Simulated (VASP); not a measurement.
# WS2 (Tungstenite) with PBE + D3(BJ): from relaxation to properties

What structure and properties does PBE + D3(BJ) give WS2 (Tungstenite), and how near are they to the measured ones? The steps: relaxing cell and atoms (PBE + D3(BJ)), second relaxation, single point with fields (PBE + D3(BJ)), bands along the symmetry lines (PBE + D3(BJ)), density of states (PBE + D3(BJ)), zone-centre phonons (PBE + D3(BJ)), dielectric tensor and Born charges (PBE + D3(BJ)), optical spectrum (PBE + D3(BJ)), core-level energies (PBE + D3(BJ)), bands along the symmetry lines (PBE + D3(BJ) + SOC), band structure (HSE06) and bands along the symmetry lines (TB-mBJ). The start is a cell from a database of measured crystal structures.

Program: VASP 6.6.1. Level of theory: PBE with D3(BJ); plane waves and PAW (W, S), in the first sound run; inputs show where later runs differ. Results are calculated unless marked as measured.

**What experiment says.**

For WS2, 2H (bulk), “Extraordinary room-temperature photoluminescence in WS2 monolayers” (2012, arxiv:1208.1325) quotes earlier work: lattice constant a 3.1532 Å [literature value]; lattice constant c 12.323 Å [literature value]; Raman mode (A1g (out-of-plane)) 421 cm⁻¹ at 300 K [bulk reference value quoted for comparison, source not stated].

Most raw output is cut from this account.

### 1. Set-up

Before any relaxation, the start is as follows. It takes space group P6_3/mmc (No. 194, hexagonal). Conventional cell: a = 3.153 Å, b = 3.153 Å, c = 12.323 Å, α = 90.00°, β = 90.00°, γ = 120.00°. W has 6 S at 2.40 Å nearest. S has 3 W at 2.40 Å nearest. Farther neighbours and most contacts between anions are not listed.

### 2. Relaxing cell and atoms (PBE + D3(BJ))

The start need not lie at this functional's minimum. ISIF = 3 frees volume, shape and positions, and EDIFFG sets the threshold on forces and stress at which the search stops. PBE, the usual starting point, adds the gradient of the density. A dispersion term adds the long-range attraction that semilocal functionals lack. D3 with Becke-Johnson damping keeps a finite attraction at short range.

Input file INCAR:

```
SYSTEM = WS2
PREC = Accurate
ENCUT = 400
EDIFF = 1E-06
NELM = 100
ISMEAR = 0
SIGMA = 0.05
LREAL = .FALSE.
ALGO = Normal
GGA = PE
IVDW = 12
NBANDS = 24
LASPH = .TRUE.
LORBIT = 11
LWAVE = .FALSE.
LCHARG = .FALSE.
KPAR = 4
IBRION = 2
NSW = 60
ISIF = 3
EDIFFG = -0.01
```

Input file POSCAR:

```
WS2
1.0
    3.1532000000      0.0000000000      0.0000000000
   -1.5766000000      2.7307513032      0.0000000000
    0.0000000000      0.0000000000     12.3230000000
W S
2 4
Direct
    0.3333333333      0.6666666667      0.2500000000
    0.6666666667      0.3333333333      0.7500000000
    0.3333333333      0.6666666667      0.6225000000
    0.6666666667      0.3333333333      0.1225000000
    0.3333333333      0.6666666667      0.8775000000
    0.6666666667      0.3333333333      0.3775000000
```

Input file KPOINTS:

```
Automatic mesh
0
Gamma
7 7 2
0 0 0
```

PAW data sets: W and S (PBE family, release 64).

Command:

```bash
$ mpirun -np 4 vasp_std
```

The job ended after 41 s (4 MPI ranks of Intel Xeon 6975P-C (Granite Rapids), shared host; peak memory 0.92 GiB).

The gap is read on the k-mesh alone, so it is an upper bound where the band edges lie off the mesh. The data set W keeps the semicore shell frozen, which is cheaper and a little less accurate. The run keeps the 24 symmetry operations of its start, so it cannot find a distortion of lower symmetry.

Step by step:

| step | energy less that of the first step (eV) | largest force (eV/Å) | pressure (GPa) | volume (Å³) |
| --- | --- | --- | --- | --- |
| 1 | 0.0000 | 0.0645 | -0.37 | 106.11 |
| 2 | -0.0013 | 0.1091 | 0.30 | 105.48 |
| 3 | -0.0013 | 0.1130 | 0.35 | 105.43 |
| 4 | -0.0020 | 0.0871 | 0.27 | 105.33 |
| 5 | -0.0034 | 0.0100 | 0.04 | 105.02 |
| 6 | -0.0035 | 0.0280 | -0.09 | 104.87 |
| 7 | -0.0046 | 0.0231 | -0.05 | 104.68 |
| 8 | -0.0062 | 0.0063 | 0.09 | 104.09 |
| 9 | -0.0063 | 0.0026 | 0.12 | 103.94 |
| 10 | -0.0063 | 0.0014 | 0.13 | 103.91 |
| 11 | -0.0063 | 0.0174 | -0.06 | 104.04 |
| 12 | -0.0063 | 0.0135 | -0.02 | 104.01 |
| 13 | -0.0063 | 0.0040 | 0.01 | 104.02 |

| conventional cell, symmetrised | before | after | change |
| --- | --- | --- | --- |
| a (Å) | 3.153 | 3.149 | -0.1 % |
| b (Å) | 3.153 | 3.149 | -0.1 % |
| c (Å) | 12.323 | 12.115 | -1.7 % |
| volume (Å³/atom) | 17.68 | 17.34 | -2.0 % |

The atoms that moved most (Å, as changes of fractional coordinates times the final cell):

| atom | dx | dy | dz | length |
| --- | --- | --- | --- | --- |
| S3 | 0.000 | 0.000 | -0.029 | 0.029 |
| S5 | 0.000 | 0.000 | 0.029 | 0.029 |
| S6 | 0.000 | 0.000 | 0.029 | 0.029 |
| S4 | 0.000 | 0.000 | -0.029 | 0.029 |

The relaxed structure:

```xyz
6
Lattice="3.1487 0.0000 0.0000 -1.5743 2.7268 0.0000 0.0000 0.0000 12.1151" Properties=species:S:1:pos:R:3 pbc="T T T"
W     0.0000    1.8179    3.0288
W     1.5743    0.9089    9.0863
S     0.0000    1.8179    7.5125
S     1.5743    0.9089    1.4550
S     0.0000    1.8179   10.6601
S     1.5743    0.9089    4.6025
```

Numbers from this step:

| Property | Result |
| --- | --- |
| electrons | 36 |
| bands | 24 |
| irreducible k-points | 16 |
| symmetry operations | 24 |
| free energy (TOTEN) | -49.90 eV |
| Fermi energy | 6.914 eV |
| pressure | 0.01502 GPa |
| metallic | no |
| valence top at k | 0, 0, 0 |
| conduction bottom at k | 0.1429, 0.1429, 0 |
| least direct gap at k | 0, 0, 0 |
| SCF cycles over all ionic steps | 81 |
| gap on the k-mesh | 1.012 eV |
| least direct gap on the k-mesh | 2.287 eV |

It ends with a largest force of 0.004 eV/Å and a pressure of 0.02 GPa. The volume lies -2.0 % from that of the database's start, which holds the thermal and zero-point expansion of its experiment.

### 3. Second relaxation

The basis stayed that of the start cell while the cell moved. A rerun from the cell reached resets it; the error of the finite cutoff stays.

INCAR is that of step 2.

Input file POSCAR:

```
WS2
1.0
    3.1486605179      0.0000000000      0.0000000000
   -1.5743302589      2.7268199963      0.0000000000
    0.0000000000      0.0000000000     12.1150909766
W S
2 4
Direct
    0.3333333333      0.6666666667      0.2500000000
    0.6666666667      0.3333333333      0.7500000000
    0.3333333333      0.6666666667      0.6200982082
    0.6666666667      0.3333333333      0.1200982082
    0.3333333333      0.6666666667      0.8799017918
    0.6666666667      0.3333333333      0.3799017918
```

KPOINTS is that of step 2.

Command:

```bash
$ mpirun -np 4 vasp_std
```

Elapsed: 7.4 s, on 4 MPI ranks; peak memory 0.84 GiB.

Little changed from the start: no atom moved by 0.005 Å and no cell edge by 0.1 %.

This step gave:

* Fermi energy: 6.917 eV
* pressure: 0.01105 GPa
* SCF cycles over all ionic steps: 14

It ends with a largest force of 0.004 eV/Å and a pressure of 0.01 GPa. The volume moved by under 0.01 %: the run met its threshold at the first step.

### 4. Single point with fields (PBE + D3(BJ))

A single point on the relaxed cell gives a clean self-consistent state, with density, ELF and potential written out.

Edit INCAR of step 3 so:

```diff
@@ -15,7 +15,5 @@
 LWAVE = .FALSE.
-LCHARG = .FALSE.
-KPAR = 4
-IBRION = 2
-NSW = 60
-ISIF = 3
-EDIFFG = -0.01
+LCHARG = .TRUE.
+ISIF = 2
+LELF = .TRUE.
+LVHAR = .TRUE.
```

POSCAR is that of step 3.

KPOINTS is that of step 3.

Command:

```bash
$ mpirun -np 4 vasp_std
```

The job ended after 6.6 s (4 MPI ranks; peak memory 0.57 GiB; 24 s of CPU time).

This step gave:

```yaml
scf_cycles: 14
```

Valence electrons inside each PAW sphere by angular momentum. Sphere charges, by row:

| atom | s (e) | p (e) | d (e) | tot (e) |
| --- | --- | --- | --- | --- |
| W1 | 0.571 | 0.723 | 4.276 | 5.57 |
| W2 | 0.571 | 0.723 | 4.276 | 5.57 |
| S3 | 1.362 | 2.363 | 0 | 3.725 |
| S4 | 1.362 | 2.363 | 0 | 3.725 |
| S5 | 1.362 | 2.363 | 0 | 3.725 |
| S6 | 1.362 | 2.363 | 0 | 3.725 |

Valence density in the ac plane at fractional y = 0.333, with atoms of W and S within 0.2 Å of it. It is the smooth field of the valence electrons, not physical close to the nuclei.

Values in e/Å³, 24 rows by 16 columns, each cell a mean:
```
0.1 0.1 0.1 0.1 0.1 0.1 0.1 0.1 0.1 0.1 0.0 0.0 0.0 0.1 0.1 0.1
0.2 0.3 0.3 0.3 0.3 0.3 0.2 0.1 0.1 0.1 0.1 0.1 0.1 0.1 0.1 0.2
0.4 0.5 0.6 0.6 0.5 0.5 0.4 0.3 0.2 0.2 0.1 0.1 0.2 0.2 0.2 0.3
0.4 0.5 0.5 0.5 0.5 0.5 0.4 0.4 0.3 0.3 0.3 0.3 0.3 0.3 0.3 0.4
0.4 0.4 0.4 0.4 0.4 0.4 0.4 0.4 0.5 0.5 0.6 0.6 0.6 0.5 0.5 0.4
0.4 0.3 0.3 0.3 0.3 0.3 0.4 0.5 0.6 0.7 0.8 0.8 0.7 0.6 0.6 0.5
0.4 0.3 0.3 0.3 0.3 0.3 0.4 0.5 0.6 0.6 0.7 0.7 0.7 0.6 0.5 0.4
0.4 0.4 0.4 0.4 0.4 0.4 0.4 0.4 0.4 0.5 0.5 0.5 0.5 0.4 0.4 0.4
0.5 0.5 0.6 0.6 0.6 0.5 0.4 0.3 0.3 0.2 0.2 0.2 0.2 0.3 0.3 0.4
0.3 0.4 0.5 0.5 0.5 0.4 0.3 0.2 0.2 0.1 0.1 0.1 0.1 0.1 0.2 0.3
0.2 0.2 0.2 0.2 0.2 0.2 0.1 0.1 0.1 0.1 0.1 0.0 0.1 0.1 0.1 0.1
0.1 0.1 0.1 0.1 0.1 0.1 0.1 0.1 0.1 0.1 0.1 0.1 0.1 0.1 0.1 0.1
0.1 0.1 0.0 0.0 0.1 0.1 0.1 0.2 0.2 0.3 0.4 0.4 0.3 0.3 0.2 0.1
0.2 0.1 0.1 0.1 0.1 0.2 0.3 0.6 0.8 1.0 1.1 1.1 1.0 0.9 0.7 0.4
0.4 0.2 0.2 0.2 0.2 0.3 0.6 0.9 1.1 0.8 0.3 0.2 0.6 1.1 1.0 0.7
0.4 0.3 0.2 0.2 0.3 0.4 0.6 0.9 1.1 1.0 0.8 0.8 1.0 1.1 1.0 0.7
0.4 0.3 0.3 0.3 0.3 0.4 0.4 0.5 0.6 0.7 0.7 0.7 0.7 0.6 0.5 0.4
0.4 0.4 0.4 0.4 0.4 0.4 0.3 0.3 0.3 0.3 0.3 0.3 0.3 0.3 0.3 0.3
0.4 0.4 0.4 0.4 0.4 0.4 0.4 0.4 0.4 0.4 0.4 0.4 0.4 0.4 0.4 0.4
0.4 0.3 0.3 0.2 0.3 0.4 0.5 0.7 0.8 0.9 0.9 0.9 0.9 0.9 0.7 0.5
0.5 0.3 0.2 0.2 0.2 0.4 0.6 1.0 1.1 0.9 0.4 0.3 0.7 1.1 1.1 0.7
0.4 0.2 0.1 0.1 0.2 0.3 0.5 0.8 1.1 1.0 0.7 0.6 0.9 1.1 0.9 0.6
0.2 0.1 0.1 0.1 0.1 0.1 0.2 0.4 0.6 0.8 0.9 0.9 0.8 0.6 0.4 0.3
0.1 0.0 0.0 0.0 0.0 0.1 0.1 0.1 0.1 0.2 0.2 0.2 0.2 0.2 0.1 0.1
```
Columns run along a (3.1 Å), rows up along c (12.1 Å). Atoms in or near the plane, at fractional coordinates: W at (0.67, 0.75), S at (0.67, 0.12), S at (0.67, 0.38).

Electrostatic potential energy in the ac plane at fractional y = 0.333, with atoms of W and S within 0.2 Å of it. With pseudopotentials it is smooth inside the atoms' cores, unlike the true potential.

Ten even steps from '0' (-79 eV) to '9' (4 eV), each cell a mean:
```
9999999999999999
9999999999999999
9888899999999999
9988899988888899
8999988776666778
8999987765555667
8999988766555677
9999998887777788
9888899999999999
9988899999999999
9999999999999999
9999999999999999
9999999999999999
9999999864334689
9999998620000048
9999998742101368
8888888888778888
8877788899999998
8887888899999998
9988898876555788
9999998620000158
9999998630000258
9999999987667899
9999999999999999
```
Columns run along a (3.1 Å; values clipped at the 3rd and 97th percentile), rows up along c (12.1 Å). Atoms in or near the plane, at fractional coordinates: W at (0.67, 0.75), S at (0.67, 0.12), S at (0.67, 0.38).

ELF in the ac plane at fractional y = 0.333, with atoms of W and S within 0.2 Å of it. It is the smooth field of the valence electrons, not physical close to the nuclei.

Ten even steps from '0' (0.00) to '9' (0.94), each cell a mean:
```
2344321000000001
6778765310000124
7888876532112246
7777776532222346
4555543211111123
2334322100000001
2344322100000012
5666654322212234
7777776542222346
7888876421111235
5677653210000013
0112110011221100
2000013578998864
6200258999999998
7421368886546888
7422368887556888
4211235676666765
2222222222222222
2211123344444433
5311246787777887
7422368886435788
7411368988777898
4100136899999997
0000001346676532
```
Columns run along a (3.1 Å), rows up along c (12.1 Å). Atoms in or near the plane, at fractional coordinates: W at (0.67, 0.75), S at (0.67, 0.12), S at (0.67, 0.38).

In this run the pressure is 0.01 GPa, small enough to go on.

### 5. Bands along the symmetry lines (PBE + D3(BJ))

Levels along the symmetry lines show where the bands peak and cross; KPOINTS_OPT computes them in the converged potential.

Input file INCAR:

```
SYSTEM = WS2
PREC = Accurate
ENCUT = 400
EDIFF = 1E-06
NELM = 100
ISMEAR = 0
SIGMA = 0.05
LREAL = .FALSE.
ALGO = Normal
GGA = PE
IVDW = 12
NBANDS = 34
LASPH = .TRUE.
LORBIT = 11
LWAVE = .FALSE.
LCHARG = .FALSE.
KPAR = 4
```

POSCAR is that of step 4.

KPOINTS is that of step 4.

Input file KPOINTS_OPT:

```
Line mode
16
Line-mode
Reciprocal
  0.00000000   0.00000000   0.00000000 GAMMA
  0.50000000   0.00000000   0.00000000 M

  0.50000000   0.00000000   0.00000000 M
  0.33333333   0.33333333   0.00000000 K

  0.33333333   0.33333333   0.00000000 K
  0.00000000   0.00000000   0.00000000 GAMMA

  0.00000000   0.00000000   0.00000000 GAMMA
  0.00000000   0.00000000   0.50000000 A

  0.00000000   0.00000000   0.50000000 A
  0.50000000   0.00000000   0.50000000 L

  0.50000000   0.00000000   0.50000000 L
  0.33333333   0.33333333   0.50000000 H

  0.33333333   0.33333333   0.50000000 H
  0.00000000   0.00000000   0.50000000 A

  0.50000000   0.00000000   0.50000000 L
  0.50000000   0.00000000   0.00000000 M

  0.33333333   0.33333333   0.00000000 K
  0.33333333   0.33333333   0.50000000 H
```

Command:

```bash
$ mpirun -np 4 vasp_std
```

Wall time 29 s (4 MPI ranks); peak memory 0.98 GiB.

Spin-orbit coupling is off here; with elements this heavy it splits and shifts levels by tenths of an eV or more.

This step gave:

```yaml
bands: 34
fermi_energy: 6.929 eV
pressure: 0.006163 GPa
least_gap_on_mesh_and_path: 0.8983 eV
least_direct_gap_on_mesh_and_path: 1.839 eV
conduction_bottom_at_k: 0.1778, 0.1778, 0
least_direct_gap_at_k: 0.3333, 0.3333, 0
```

Electronic bands along the path, in eV, zero at the valence-band top; v1 is the highest filled band, c1 the lowest empty one:

| point | v4 | v3 | v2 | v1 | c1 | c2 | c3 | c4 |
| --- | --- | --- | --- | --- | --- | --- | --- | --- |
| Γ | -2.19 | -1.38 | -1.30 | 0.00 | 2.29 | 2.29 | 2.30 | 2.30 |
| 0.53 of the way | -2.47 | -1.98 | -1.81 | -1.60 | 1.33 | 1.78 | 2.05 | 2.32 |
| M | -2.00 | -1.78 | -1.74 | -1.56 | 2.27 | 2.33 | 2.54 | 2.88 |
| 0.47 of the way | -3.08 | -2.62 | -1.30 | -1.00 | 1.96 | 2.09 | 2.65 | 2.79 |
| K | -2.94 | -2.94 | -0.79 | -0.55 | 1.29 | 1.29 | 1.90 | 3.28 |
| 0.53 of the way | -2.12 | -1.79 | -1.55 | -1.52 | 0.94 | 1.83 | 1.95 | 2.11 |
| Γ | -2.19 | -1.38 | -1.30 | 0.00 | 2.29 | 2.29 | 2.30 | 2.30 |
| 0.47 of the way | -2.20 | -2.06 | -0.76 | -0.06 | 2.28 | 2.28 | 2.28 | 2.28 |
| A | -2.22 | -2.22 | -0.30 | -0.30 | 2.27 | 2.27 | 2.27 | 2.27 |
| 0.47 of the way | -2.34 | -2.34 | -1.45 | -1.45 | 1.74 | 1.74 | 1.93 | 1.93 |
| L | -1.87 | -1.87 | -1.65 | -1.65 | 2.30 | 2.30 | 2.74 | 2.74 |
| 0.53 of the way | -2.96 | -2.96 | -1.07 | -1.07 | 1.93 | 1.93 | 2.77 | 2.77 |
| H | -3.18 | -3.18 | -0.69 | -0.69 | 1.29 | 1.29 | 2.51 | 2.51 |
| 0.47 of the way | -2.15 | -2.15 | -1.56 | -1.56 | 1.33 | 1.33 | 2.26 | 2.26 |
| A | -2.22 | -2.22 | -0.30 | -0.30 | 2.27 | 2.27 | 2.27 | 2.27 |
| jump to L | -1.87 | -1.87 | -1.65 | -1.65 | 2.30 | 2.30 | 2.74 | 2.74 |
| 0.53 of the way | -1.97 | -1.78 | -1.74 | -1.58 | 2.28 | 2.32 | 2.60 | 2.85 |
| M | -2.00 | -1.78 | -1.74 | -1.56 | 2.27 | 2.33 | 2.54 | 2.88 |
| jump to K | -2.94 | -2.94 | -0.79 | -0.55 | 1.29 | 1.29 | 1.90 | 3.28 |
| 0.47 of the way | -3.03 | -3.03 | -0.77 | -0.59 | 1.29 | 1.29 | 2.05 | 3.06 |
| H | -3.18 | -3.18 | -0.69 | -0.69 | 1.29 | 1.29 | 2.51 | 2.51 |

Of the projections kept (W, S), the largest for each band there; the rest of the weight can lie on other orbitals:

| point | v4 | v3 | v2 | v1 | c1 | c2 | c3 | c4 |
| --- | --- | --- | --- | --- | --- | --- | --- | --- |
| Γ | W 0.60 | S 0.90 | W 0.86 | W 0.72 | W 0.55 | W 0.55 | S 0.58 | S 0.58 |
| M | S 0.81 | W 0.71 | S 0.79 | W 0.77 | W 0.98 | W 0.97 | W 0.90 | W 0.91 |
| K | S 0.65 | S 0.65 | W 0.84 | W 0.81 | W 0.95 | W 0.95 | W 0.82 | W 0.80 |
| Γ | W 0.60 | S 0.90 | W 0.86 | W 0.72 | W 0.55 | W 0.55 | S 0.58 | S 0.58 |
| A | W 0.59 | W 0.59 | W 0.66 | W 0.66 | W 0.53 | W 0.53 | W 0.53 | W 0.53 |
| L | S 0.80 | S 0.80 | W 0.73 | W 0.73 | W 0.98 | W 0.98 | W 0.90 | W 0.90 |

The path lowers the gap by 0.11 eV against the mesh alone, so a band edge lies off the mesh.

### 6. Density of states (PBE + D3(BJ))

Here the states are counted by energy and projected on the atoms. The mesh is finer than in the run before.

Edit INCAR of step 5 so:

```diff
@@ -5,3 +5,3 @@
 NELM = 100
-ISMEAR = 0
+ISMEAR = -5
 SIGMA = 0.05
@@ -17 +17,2 @@
 KPAR = 4
+NEDOS = 2001
```

POSCAR is that of step 5.

Input file KPOINTS:

```
Automatic mesh
0
Gamma
10 10 3
0 0 0
```

Command:

```bash
$ mpirun -np 4 vasp_std
```

Elapsed: 14 s, on 4 MPI ranks; peak memory 0.91 GiB.

Numbers from this step:

- irreducible k-points: 28
- Fermi energy: 6.687 eV
- pressure: 0.01237 GPa
- conduction bottom at k: 0.2, 0.2, 0
- least direct gap at k: 0.3, 0.3, 0
- gap on the k-mesh: 0.9733 eV
- least direct gap on the k-mesh: 2.153 eV

The density of states has structure finer than the step of the table below, so its rows give means over 0.5 eV, whole bins alone (the curve runs from -12.0 to 2.44 eV). Peaks (eV: height): total -4.08: 9.10, -2.85: 11.4, -1.54: 9.37, 2.15: 10.9; W d -4.08: 2.88, -2.85: 2.89, -1.54: 5.22, 2.15: 6.20; S p -4.08: 3.34, -2.85: 4.49, -2.27: 2.77, 2.15: 2.09; W p -5.17: 0.289, -4.08: 0.359, -2.85: 0.628, -2.27: 0.442; S s -5.17: 0.252, -4.80: 0.275, -2.99: 0.155, 2.15: 0.153.

States under -12.0 eV and over 2.4 eV are left out. The density of states by energy, zero at the valence-band top; means over each step; values in states/eV/cell:

| energy (eV) | total | W d | S p | W p | S s | W s |
| --- | --- | --- | --- | --- | --- | --- |
| -8.5 | 0 | 0 | 0 | 0 | 0 | 0 |
| -8.0 | 7.1e-4 | 1.1e-4 | 1.7e-4 | 2.0e-6 | 2.0e-5 | 1.1e-4 |
| -7.5 | 0.393 | 0.0577 | 0.108 | 0.00644 | 0.0121 | 0.0596 |
| -7.0 | 2.49 | 0.410 | 0.737 | 0.0716 | 0.0506 | 0.318 |
| -6.5 | 4.72 | 1.09 | 1.42 | 0.136 | 0.0743 | 0.399 |
| -6.0 | 4.09 | 0.981 | 1.35 | 0.152 | 0.0811 | 0.125 |
| -5.5 | 3.30 | 0.683 | 1.05 | 0.135 | 0.134 | 0.207 |
| -5.0 | 5.33 | 1.31 | 1.70 | 0.237 | 0.216 | 0.229 |
| -4.5 | 3.58 | 0.990 | 1.22 | 0.132 | 0.0918 | 0.0894 |
| -4.0 | 5.94 | 1.90 | 2.14 | 0.221 | 0.0657 | 0.0415 |
| -3.5 | 3.36 | 1.13 | 1.17 | 0.144 | 0.0326 | 0.0246 |
| -3.0 | 6.52 | 1.74 | 2.54 | 0.313 | 0.0994 | 0.0390 |
| -2.5 | 5.27 | 0.971 | 2.36 | 0.335 | 0.0743 | 0.0256 |
| -2.0 | 3.04 | 0.601 | 1.31 | 0.209 | 0.0335 | 0.0101 |
| -1.5 | 5.22 | 2.71 | 1.06 | 0.185 | 0.0485 | 0.0409 |
| -1.0 | 2.24 | 1.24 | 0.435 | 0.0475 | 0.0199 | 0.0233 |
| -0.5 | 0.373 | 0.202 | 0.0803 | 0.00325 | 0.0100 | 0.00828 |
| 0.0 | 0.0354 | 0.0194 | 0.00754 | 1.2e-4 | 0.00126 | 0.00112 |
| 0.5 | 0 | 0 | 0 | 0 | 0 | 0 |
| 1.0 | 0.379 | 0.191 | 0.0590 | 0.00382 | 0.00856 | 0.00136 |
| 1.5 | 2.95 | 1.72 | 0.416 | 0.0332 | 0.0440 | 0.0409 |
| 2.0 | 7.59 | 4.43 | 1.35 | 0.0831 | 0.0820 | 0.0588 |

The gap on this mesh is 0.97 eV, over the 0.90 eV of the band run, since this mesh misses a band edge. In the top eV of the valence band the largest shares in the PAW spheres are W d 56 % and S p 20 %; in the lowest eV of the conduction band, W d 58 % and S p 15 %. The rest lies in smaller channels or between the spheres.

### 7. Zone-centre phonons (PBE + D3(BJ))

Zone-centre modes test whether the atoms sit at a minimum within this cell. IBRION = 6 takes the force constants from differences of forces between displaced cells, so the forces must be tight.

Input file INCAR:

```
SYSTEM = WS2
PREC = Accurate
ENCUT = 400
EDIFF = 1E-08
NELM = 100
ISMEAR = 0
SIGMA = 0.05
LREAL = .FALSE.
ALGO = Normal
GGA = PE
IVDW = 12
NBANDS = 24
LASPH = .TRUE.
LORBIT = 11
LWAVE = .FALSE.
LCHARG = .FALSE.
KPAR = 4
IBRION = 6
NFREE = 2
POTIM = 0.015
ISIF = 2
NSW = 1
```

POSCAR is that of step 6.

Input file KPOINTS:

```
Automatic mesh
0
Gamma
16 16 4
0 0 0
```

Command:

```bash
$ mpirun -np 4 vasp_std
```

The job ended after 7.5 min (4 MPI ranks; peak memory 4.7 GiB).

The last energy, forces, stress and levels in OUTCAR belong to the last displaced cell, not to the cell of POSCAR.

This step gave:

```yaml
bands: 24
irreducible_k_points: 90
pressure_of_the_cell: 0.01362 GPa
largest_force_of_the_cell: 0.001826 eV/Å
```

Transverse limit, no LO-TO splitting. The modes at Γ (shares of kinetic energy by element, %):

| mode | frequency (cm⁻¹) | symmetry | W % | S % |
| --- | --- | --- | --- | --- |
| 1 | 0.0 | acoustic | 74 | 26 |
| 2 | 0.0 | acoustic | 74 | 26 |
| 3 | 0.0 | acoustic | 74 | 26 |
| 4 | 29.7 | E2g | 75 | 25 |
| 5 | 29.7 | E2g | 75 | 25 |
| 6 | 52.0 | Bg | 76 | 24 |
| 7 | 294.0 | E2u | 0 | 100 |
| 8 | 294.0 | E2u | 0 | 100 |
| 9 | 297.1 | E1g | 0 | 100 |
| 10 | 297.1 | E1g | 0 | 100 |
| 11 | 353.7 | E1u | 26 | 74 |
| 12 | 353.7 | E1u | 26 | 74 |
| 13 | 353.9 | E2g | 25 | 75 |
| 14 | 353.9 | E2g | 25 | 75 |
| 15 | 416.5 | Bu | 0 | 100 |
| 16 | 425.5 | A1g | 0 | 100 |
| 17 | 434.7 | A2u | 26 | 74 |
| 18 | 441.3 | Bg | 24 | 76 |

Displacements in mode 4 (29.7 cm⁻¹), the largest set to 1:
```
W1  -0.25  1.00  0.00
W2   0.25 -1.00  0.00
S3   0.25 -0.99  0.00
S4  -0.25  0.99  0.00
S5   0.25 -0.99  0.00
S6  -0.25  0.99  0.00
```

Displacements in mode 18 (441.3 cm⁻¹), the largest set to 1:
```
W1   0.00  0.00 -0.33
W2   0.00  0.00  0.33
S3   0.00  0.00 -1.00
S4   0.00  0.00  1.00
S5   0.00  0.00 -1.00
S6   0.00  0.00  1.00
```

The three acoustic modes come out at zero, and all others are real. By the characters of their eigenvectors the optical modes sort into (cm⁻¹) Raman active: E2g 30, E1g 297, E2g 354, A1g 425; infrared active: E1u 354, A2u 435; silent: Bg 52, E2u 294, Bu 417, Bg 441. B labels carry no number here, since it depends on the setting of the axes. With a centre of inversion no mode is active in both.

(Continued in part 2 of 3.)

[Lines on the potential files, build, host, timing and source positions are cut from VASP's logs without a mark.]

[Logs are printed without paths, hosts, clocks, repeated set-up lines and the standing remarks that a program may print on its own settings, such as how far it seeks lower states.]

[Hosts, paths, dates, database ids (printed as entryN), source tags and the programs' standing remarks are cut or masked in the printed files.]

[A measured line is paired with the nearest computed mode of its activity, which favours agreement.]
